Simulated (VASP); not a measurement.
YSi2, 3 atoms in the cell. Symmetry: P6/mmm, No. 191, hexagonal system. The conventional cell has a = 4.067 Å, b = 4.067 Å, c = 3.892 Å, α = 90.00°, β = 90.00°, γ = 120.00°. Around Y (site symmetry 6/mmm) lie 12 Si at 3.05 Å. Si (site symmetry -6m2) has 3 Si at 2.35 Å as nearest neighbours. The cell comes from a database or a generator and needn't be the stable form of this composition.

```yaml
Program: VASP 6.6.1
Task: single point
Functional: PBEsol
Potentials_or_basis: VASP PAW PBE potentials, release 64 (Y_sv, Si)
Cutoff: 900 eV
k_mesh: 12 × 12 × 10
Occupations: gaussian, width 0.1 eV
Spin: no spin polarisation
Further_INCAR_settings: ALGO = Normal; EDIFF = 1e-06
```

Potentials or basis: VASP PAW PBE potentials, release 64 (Y_sv, Si).

Launch:

```console
$ cat potpaw_PBE.64/Y_sv/POTCAR potpaw_PBE.64/Si/POTCAR > POTCAR
$ mpirun -np 1 vasp_std > vasp.out
```

Hardware: 1 thread of Intel(R) Xeon(R) Platinum 8488C (Sapphire Rapids) (shared host).

Problem. Estimate the wall time of this run.

Solution. It took 4.1 min on 1 thread of Intel(R) Xeon(R) Platinum 8488C (Sapphire Rapids), with other jobs on the host, peak memory 0.66 GiB. Counts: scf iterations 13, k points 258.
